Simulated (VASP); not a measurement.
An input for Quantum ESPRESSO's pw.x (written as the equivalent of a VASP run, and not itself run):

```
&CONTROL
  calculation = 'scf'
  pseudo_dir = './pseudo'
  outdir = './out'
  tprnfor = .true.
  tstress = .true.
/
&SYSTEM
  ibrav = 0
  nat = 2
  ntyp = 2
  ecutwfc = 74
  occupations = 'smearing'
  smearing = 'gaussian'
  degauss = 0.003675
  input_dft = 'pbe'
/
&ELECTRONS
  conv_thr = 7.3e-08
  electron_maxstep = 100
/
ATOMIC_SPECIES
  Li 6.940 Li.upf
  H 1.008 H.upf
CELL_PARAMETERS angstrom
     0.0000000    2.0263270    2.0632410
     2.0895090    0.0000000    2.0632410
     2.0895090    2.0263270    0.0000000
ATOMIC_POSITIONS crystal
  Li   0.0000000  0.0000000  0.0000000
  H    0.4851050  0.5148950  0.5148950
K_POINTS automatic
  10 10 10 0 0 0
```

**Question.** Translate this input to VASP (INCAR, KPOINTS, POSCAR, choice of POTCAR).

**Answer.** Several could match; the one computed here: 
### INCAR
```
ALGO  =  Normal
EDIFF  =  1E-6
ENCUT  =  520
GGA  =  PE
ISIF  =  2
ISMEAR  =  0
LASPH  =  T
LCHARG  =  F
LREAL  =  F
LWAVE  =  F
NELM  =  100
PREC  =  Accurate
SIGMA  =  0.05
SYSTEM  =  LiH
```

### POSCAR
```
LiH
1
    0.0000000000     2.0263270000     2.0632410000
    2.0895090000     0.0000000000     2.0632410000
    2.0895090000     2.0263270000     0.0000000000
Li H
1 1
Direct
  0.0000000000   0.0000000000   0.0000000000
  0.4851050000   0.5148950000   0.5148950000
```

**KPOINTS**
```
Automatic mesh
0
Gamma
10 10 10
0 0 0
```

POTCAR, in this order: Li_sv H (PBE.64 set). Program: vasp_std.

Limits of the translation: the potentials are each code's own (VASP's PAW set, PseudoDojo norm-conserving files in pw.x), so ENCUT and ecutwfc are chosen apart and not converted; conv_thr bounds pw.x's estimated SCF error, while EDIFF bounds the energy change between steps.

The compound is LiH in the rock salt structure. The cell was not relaxed at this level, atoms are displaced from their ideal sites.
